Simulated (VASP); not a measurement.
Here is the system:

```xyz
2
Lattice="4.0721 0.0000 0.0000 0.0000 4.0721 0.0000 0.0000 0.0000 4.0721" Properties=species:S:1:pos:R:3 pbc="T T T"
Cs     0.0000     0.0000     0.0000
Cl     2.0360     2.0360     2.0360
```

Calculation: PBEsol GGA, VASP's PBE PAW potentials (set 64) (plane waves; VASP 6.6.1). Settings: 480 eV cut-off, 6×6×6 Γ-centred mesh, Gaussian smearing of 0.050 eV, potentials Cs_sv Cl.

Unless said otherwise, spin-orbit coupling is left out, though it shifts the bands of the heavy elements here.

What does the run give for the energy per atom (σ→0), band gap (on the k-mesh) with the smallest direct gap where there is one?

```yaml
band gap (on the k-mesh): 5.21 eV
smallest direct gap (on the k-mesh): 5.21 eV
energy per atom (σ→0): -3.423 eV/atom
```

The compound is CsCl in the CsCl type structure. It was relaxed first. The start is the result of an earlier pass.
